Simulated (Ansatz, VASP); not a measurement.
# Cross-check of Al32Zn16HS64 (H turning about S) between VASP and Ansatz, part 2 of 2

Aim: how closely do two programs agree when they are given the same cell, functional and k mesh? The Ansatz run is a path of several images between two structures; VASP solves its first image, and the two are compared there.

VASP 6.6.1 and Ansatz 0.2.0.

So far: Set-up; Ansatz: path of images, PBEsol.

### Step 3. VASP: single point, PBEsol

Level of this step: PBEsol; plane waves and PAW (Al, Zn, S, H) (VASP).

The same cell, functional and mesh now go to VASP, with its own data sets.

Lines of VASP's logs that name or quote its potential files are left out, and so is its time.

Contents of INCAR:

```
SYSTEM = Al32Zn16HS64
PREC = Accurate
ENCUT = 400
EDIFF = 1E-06
NELM = 120
ISMEAR = 0
SIGMA = 0.01
LREAL = Auto
ALGO = Normal
GGA = PS
NELECT = 672
NBANDS = 415
LORBIT = 11
LWAVE = .FALSE.
LCHARG = .FALSE.
ISIF = 2
ISYM = 0
LASPH = .TRUE.
GGA_COMPAT = .FALSE.
EFERMI = MIDGAP
```

Contents of POSCAR:

```
Al32Zn16HS64
1.0
    0.0000000000      9.9740448050      9.9740448050
    9.9740448050      0.0000000000      9.9740448050
    9.9740448050      9.9740448050      0.0000000000
Al Zn S H
32 16 64 1
Direct
    0.3107002786      0.3124302689      0.0633655164
    0.3108213930      0.0623657214      0.3130148862
    0.3092512176      0.3123264995      0.3138139603
[... 1 atom line left out ...]
    0.3070935673      0.3110685846      0.5684224516
    0.3116824779      0.0617258105      0.8134135307
    0.3097951293      0.3118105604      0.8155185443
    0.0610106042      0.3120220092      0.8132901605
    0.3121736027      0.8129320309      0.0616648022
    0.3102068981      0.5656649444      0.3059060351
    0.3110968580      0.8134230554      0.3123680574
    0.0625624320      0.8110500462      0.3127743620
[... 5 atom lines left out ...]
    0.8153109054      0.0588990236      0.3110173015
    0.8109679331      0.3121991690      0.3118148716
    0.5724727141      0.2982296108      0.2926091227
[... 14 atom lines left out ...]
    0.1230332853      0.1249834470      0.6252697498
[... 3 atom lines left out ...]
    0.1238356178      0.6255619583      0.6262861379
    0.9994362367      0.4997357739      0.4996276934
[... 2 atom lines left out ...]
    0.6235500864      0.1245375897      0.6255841659
    0.4996441361      0.0009798432      0.4996672962
    0.6246282348      0.6240612632      0.1245127753
    0.5003841067      0.5010585573      0.9972991399
[... 1 atom line left out ...]
    0.5014038033      0.5096147149      0.5093901320
    0.4218832061      0.1921746932      0.1929795823
    0.4221447850      0.4419698413      0.4511249035
[... 1 atom line left out ...]
    0.2026822658      0.4336616773      0.4330785639
    0.4333068063      0.2049559171      0.4318534340
    0.4329559456      0.4321231842      0.2009954877
    0.1901022140      0.4235631665      0.1931112239
    0.1900958976      0.1921669731      0.4244133732
    0.4219324840      0.1924435410      0.6932155044
[... 1 atom line left out ...]
    0.1907840337      0.1909559800      0.6926969585
[... 2 atom lines left out ...]
    0.4306312117      0.4329198519      0.7060303155
    0.1889435567      0.4237556160      0.6950353277
    0.1905435094      0.1911351450      0.9248008887
    0.4231214199      0.6909564910      0.1926313785
[... 1 atom line left out ...]
    0.1910385443      0.6923503087      0.1900101751
[... 1 atom line left out ...]
    0.4313370938      0.7056456671      0.4331362636
[... 2 atom lines left out ...]
    0.1944176648      0.6887260519      0.4239100167
[... 5 atom lines left out ...]
    0.4323386935      0.9338018509      0.7007366256
[... 4 atom lines left out ...]
    0.7009197008      0.1826293681      0.1825747263
    0.6994950029      0.4334574974      0.4332056437
[... 2 atom lines left out ...]
    0.6880802256      0.4209689331      0.1930214910
    0.6868476264      0.1946603447      0.4216747651
[... 5 atom lines left out ...]
    0.9327068588      0.4327535202      0.7007295572
[... 5 atom lines left out ...]
    0.7010745527      0.9334045698      0.4318545870
    0.9329489873      0.7007531184      0.4327980357
[... 11 atom lines left out ...]
    0.5298585582      0.3562342128      0.4315737581
```

Contents of KPOINTS:

```
Points of the shifted mesh
1
Reciprocal
 0.2500000000  0.2500000000  0.2500000000 1
```

The projector-augmented-wave data sets are Al, Zn, S and H (PBE family, release 64).

On the command line:

```bash
$ export OMP_NUM_THREADS=3
$ mpirun -np 1 vasp_std
```

Numbers of over 12 decimals in the logs are rounded to 6 here.

Output:

```text
[banner, memory and clock lines left out]
running    1 mpi-ranks, on    1 nodes
[...]
Offloading initialized ...    1 GPUs detected
[...]
|                                                                             |
|               ----> ADVICE to this user running VASP <----                  |
|                                                                             |
|     You enforced a specific xc type in the INCAR file but a different       |
|     [... a line on the potential file left out ...]
|     I HOPE YOU KNOW WHAT YOU ARE DOING!                                     |
|                                                                             |

 LDA part: xc-table for (Slater+PW92), standard interpolation
 POSCAR, INCAR and KPOINTS ok, starting setup
[...]
entering main loop
       N       E                     dE             d eps       ncg     rms          rms(c)
DAV:   1     0.461318600194E+04    0.46132E+04   -0.23723E+05   830   0.130E+03
DAV:   2     0.216443760375E+03   -0.43967E+04   -0.41401E+04   902   0.320E+02
DAV:   3    -0.537296646966E+03   -0.75374E+03   -0.73423E+03   957   0.137E+02
DAV:   4    -0.583381314121E+03   -0.46085E+02   -0.45633E+02   964   0.375E+01
DAV:   5    -0.585127210193E+03   -0.17459E+01   -0.17417E+01  1012   0.724E+00BRMIX: very serious problems
 the old and the new charge density differ
 old charge density:   673.00000 new  671.99999
    0.495E+01
DAV:   6    -0.561625774995E+03    0.23501E+02   -0.45649E+01  1220   0.678E+01    0.350E+01
DAV:   7    -0.562612249984E+03   -0.98647E+00   -0.79890E+01   956   0.113E+01    0.171E+01
DAV:   8    -0.561851185661E+03    0.76106E+00   -0.42310E+00  1092   0.572E+00    0.725E+00
DAV:   9    -0.561655845426E+03    0.19534E+00   -0.87405E-01  1164   0.374E+00    0.221E+00
[...]
DAV:  16    -0.561587109905E+03   -0.15680E-04   -0.15702E-04  1204   0.350E-02    0.467E-02
DAV:  17    -0.561587110681E+03   -0.77614E-06   -0.20742E-05  1052   0.231E-02    0.345E-02
DAV:  18    -0.561587110005E+03    0.67591E-06   -0.87754E-06   924   0.743E-03
   1 F= -.56158711E+03 E0= -.56158711E+03  d E =0.000000E+00
```

OUTCAR, selected parts (step 3):

```text
  FREE ENERGIE OF THE ION-ELECTRON SYSTEM (eV)
  ---------------------------------------------------
  free  energy   TOTEN  =      -561.5871100050 eV

  energy  without entropy=     -561.5871100050  energy(sigma->0) =     -561.58711001
```

The run ends at a pressure of -0.29 GPa, with forces up to 0.035 eV/Å.

### Step 4. Side by side

Known differences besides the potentials themselves: fixed occupations in Ansatz, narrow Gaussian smearing in VASP; the cutoff is 420 eV in Ansatz and 400 eV in VASP (PREC = Accurate, projectors in real space); Ansatz makes its cores anew for this functional, VASP keeps those of its PBE data sets. Total energies have different zeros and are not compared.

At this near-relaxed geometry the largest component of a force difference is 32 meV/Å. The cell carries a charge of +1 e against a uniform background, so its pressure also hangs on how the neutralising background is counted, and in a defect's cell a gap may be the spacing between its levels.

### Step 5. Outcome

```json
{
  "r.m.s. force difference (single point, PBEsol)": "6.3 meV/Å"
}
```

In words: The r.m.s. force difference is 6.3 meV/Å (single point, PBEsol), within the 12 meV/Å picked in this series as the mark of a large difference. 4 further runs of this series are not shown here. How closely two codes agree says nothing of how well the functional describes the real material.

[Lines on the potential files, build, host, timing and source positions are cut from VASP's logs without a mark.]

[Logs are printed without paths, hosts, clocks, repeated set-up lines and the standing remarks that a program may print on its own settings, such as how far it seeks lower states.]

[Hosts, paths, dates, database ids (printed as entryN), source tags and the programs' standing remarks are cut or masked in the printed files.]
